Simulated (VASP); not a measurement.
**Al₂B₂N₄ (ordered alloy cell): computed properties**

These are PBEsol GGA, VASP's PBE PAW potentials (set 64) (plane waves; VASP) values and carry that method's errors.

For Al$_{2}$B$_{2}$N$_{4}$, the space group is P3m1 (156) and the cell is a = 2.842 Å, b = 2.842 Å, c = 9.356 Å, α = 90.00°, β = 90.00°, γ = 120.00°. The volume per atom is 8.18 Å³/atom, the band gap (over mesh and band path) is 3.81 eV and the smallest direct gap (over mesh and band path) is 4.80 eV. The band-edge character comes out as indirect, Γ to K and the density comes out as 3.34 g/cm³.

```xyz
8
Lattice="1.4208 -2.4609 0.0000 1.4208 2.4609 0.0000 0.0000 0.0000 9.3555" Properties=species:S:1:pos:R:3 pbc="T T T"
B      1.4208    -0.8203     2.2927
B      1.4208     0.8203     0.2100
N      1.4208    -0.8203     3.8108
N      1.4208     0.8203     1.7598
N      1.4208    -0.8203     9.0446
N      1.4208     0.8203     6.4004
Al     1.4208    -0.8203     7.1503
Al     1.4208     0.8203     4.5454
```

The structure was generated: Al2B2N4 was put into an ordered model structure (P3m1), which need not be its known phase. It was relaxed first. Symmetry was kept, so distortions that lower it aren't found.
